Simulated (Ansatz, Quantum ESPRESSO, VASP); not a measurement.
## Au: programs and potentials compared

```xyz
1
Lattice="2.6623 0.0000 0.0000 0.0000 2.6617 0.0000 0.0000 0.0000 23.8000" Properties=species:S:1:pos:R:3 pbc="T T T"
Au    0.0000    1.3309    7.0001
```

Alike in all runs: functional PBE; k mesh 10 × 10 × 1; occupations fermi-dirac, width 0.05 eV; no spin polarisation; no spin-orbit coupling.

| program and potentials | plane-wave cutoff (eV) | notes | band gap (eV) |
| --- | --- | --- | --- |
| Ansatz, all-electron LAPW, scalar-relativistic | - | - | no gap |
| VASP, PBE PAW files Au, 520 eV | 520 | 11 valence electrons an atom on average | no gap |
| Quantum ESPRESSO, PseudoDojo 0.4.1 SR PBE standard | 1034 | 19 valence electrons an atom on average | no gap |

None finds a gap.

Differences between rows come from potentials, basis sets and numerical settings, since the functional is the same but for its coding. Runs on potential files found faulty are left out.
